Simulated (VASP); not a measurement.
Method: TPSS meta-GGA, VASP's PBE PAW potentials (set 64) (plane waves; VASP).

Input for VASP

**INCAR**
```
! general
SYSTEM   =  Gd
PREC     =  Accurate
ENCUT    =  520
LREAL    =  .False.
LASPH    =  .True.

! electronic loop
EDIFF    =  1E-7
NELM     =  100
ALGO     =  Normal
LMAXMIX  =  6
LMIXTAU  =  .True.

! smearing
ISMEAR   =  1
SIGMA    =  0.1

! functional
METAGGA  =  TPSS

! ions
IBRION   =  2
NSW      =  30
ISIF     =  4
EDIFFG   =  -0.01

! output
LWAVE    =  .False.
LCHARG   =  .False.
```

### KPOINTS
```
Automatic mesh
0
Gamma
12 12 7
0 0 0
```

POSCAR:
```
Gd
1.0
  1.8449542588  -3.1955542958   0.0000000000
  1.8449542588   3.1955542958   0.0000000000
  0.0000000000   0.0000000000   5.7760963901
Gd
2
Cartesian
  1.8449542588   1.0651868956   1.4440240975
  1.8449542588  -1.0651868956   4.3320722926
```

POTCAR, in this order: Gd_3 (PBE.64 set). Program: vasp_std.

The 4f electrons are frozen in the core of the lanthanide potential, so 4f levels, which can set the real gap, and their magnetism are missing.

**Question.** Predict the energy per atom (σ→0), band gap (on the k-mesh).

**Answer.** 
| Item | Result |
|---|---|
| energy per atom (σ→0) | -875.0 kJ/mol of atoms |
| band gap (on the k-mesh) | none (metal, semimetal or under 0.01 eV) |

OSZICAR:
```
...
DAV:   2    -0.181385921199E+02    0.66255E-04   -0.81499E-05  2296   0.741E-02    0.263E-02
DAV:   3    -0.181385723514E+02    0.19768E-04   -0.38005E-05  2445   0.490E-02    0.160E-02
DAV:   4    -0.181385686028E+02    0.37486E-05   -0.75184E-06  2494   0.234E-02    0.447E-03
DAV:   5    -0.181385702731E+02   -0.16703E-05   -0.57529E-06  2001   0.267E-02    0.350E-03
DAV:   6    -0.181385716883E+02   -0.14152E-05   -0.14118E-06  1996   0.114E-02    0.188E-03
DAV:   7    -0.181385718856E+02   -0.19729E-06   -0.24706E-07  2026   0.401E-03    0.369E-04
DAV:   8    -0.181385719852E+02   -0.99640E-07   -0.11986E-08  1018   0.813E-04
   2 F= -.18138572E+02 E0= -.18138355E+02  d E =-.421684E-04
```

The compound is Gd in the hcp structure. This cell is one point of a volume scan, at 1.06 of the reference volume. Symmetry was kept, so distortions that lower it aren't found.
